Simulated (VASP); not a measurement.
A convergence study with VASP on Ni (fcc): one setting is varied, all else stays as given below, so the limit is that of these other settings. Each run relaxes cell and ions from the cell shown. The basis is that of the starting cell, so low cut-offs carry a Pulay error.

```yaml
crystal:
  lattice:
    - [0.00000, 1.76000, 1.76000]
    - [1.76000, 0.00000, 1.76000]
    - [1.76000, 1.76000, 0.00000]
  atoms:
    - { symbol: Ni, position: [0.00000, 0.00000, 0.00000], spin: 0.8 }
```

These are PBE GGA, VASP's PBE PAW potentials (set 64) (plane waves; VASP) values and carry that method's errors. The tightest run used: 700 eV cut-off, 15×15×15 Γ-centred mesh, first-order Methfessel-Paxton smearing of 0.10 eV, potentials Ni.

Question: The settings run are ENCUT = 250; ENCUT = 300; ENCUT = 350; ENCUT = 400; ENCUT = 450; ENCUT = 500; ENCUT = 550; ENCUT = 600; ENCUT = 650; ENCUT = 700. From which on does the relaxed volume stay within 0.1 Å³/atom of the tightest run?

Answer: From ENCUT = 300 on: it is off by 0.018 there and by no more than 0.1 in any finer run, while ENCUT = 250 is off by 0.475.
```csv
setting,relaxed volume (Å³/atom),E (eV/atom),moment (μB),plane waves,difference judged (Å³/atom)
ENCUT = 250,10.412,-5.4635,0.631,113,0.475
ENCUT = 300,10.869,-5.4819,0.649,138,0.018
ENCUT = 350,10.862,-5.4776,0.648,170,0.025
ENCUT = 400,10.856,-5.4727,0.647,204,0.031
ENCUT = 450,10.878,-5.4714,0.647,259,0.009
ENCUT = 500,10.888,-5.4715,0.647,291,0.001
ENCUT = 550,10.886,-5.4714,0.647,331,0.001
ENCUT = 600,10.883,-5.4712,0.647,375,0.004
ENCUT = 650,10.884,-5.4711,0.647,424,0.003
ENCUT = 700,10.887,-5.4712,0.647,477,0.000
```

Left out are rungs that failed or repeat a setting and relaxations that didn't move; long series are thinned to 24 rows.

The compound is Ni in the fcc structure. The spin order is the one that the start imposed; others were not tried in this run.
